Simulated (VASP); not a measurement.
Here is the system:

```xyz
2
Lattice="3.5343 -1.8945 -0.0538 3.5343 1.8945 -0.0538 2.5666 0.0000 3.0815" Properties=species:S:1:pos:R:3 pbc="T T T"
As     2.2209     0.0000     0.6855
As     7.4143     0.0000     2.2884
```

All values below come from PBEsol GGA, VASP's PBE PAW potentials (set 64) (plane waves; VASP). Settings: 480 eV cut-off, 12×12×12 Γ-centred mesh, first-order Methfessel-Paxton smearing of 0.10 eV, potentials As.

Energy and stress use the plane-wave basis of the starting cell.

Task: The ions, cell shape and volume at an external pressure of 2.0 GPa are relaxed. What does this cell relax into?

Result: 
```xyz
2
Lattice="3.4621 -1.8836 -0.0695 3.4621 1.8836 -0.0695 2.5000 0.0000 3.0478" Properties=species:S:1:pos:R:3 pbc="T T T"
As     2.1870     0.0000     0.6750
As     7.2373     0.0000     2.2338
```
Space group R-3m (166), at a tolerance of 0.03 Å.

Task: How do energy and volume change from the first to the last step?

Result: The energy (σ→0) changes by +4.1 meV/atom and the volume by -3.3 %, in 10 ionic steps.

The compound is As in the a7 structure. This run relaxes it under an external pressure of 2 GPa. Symmetry was kept, so distortions that lower it aren't found.
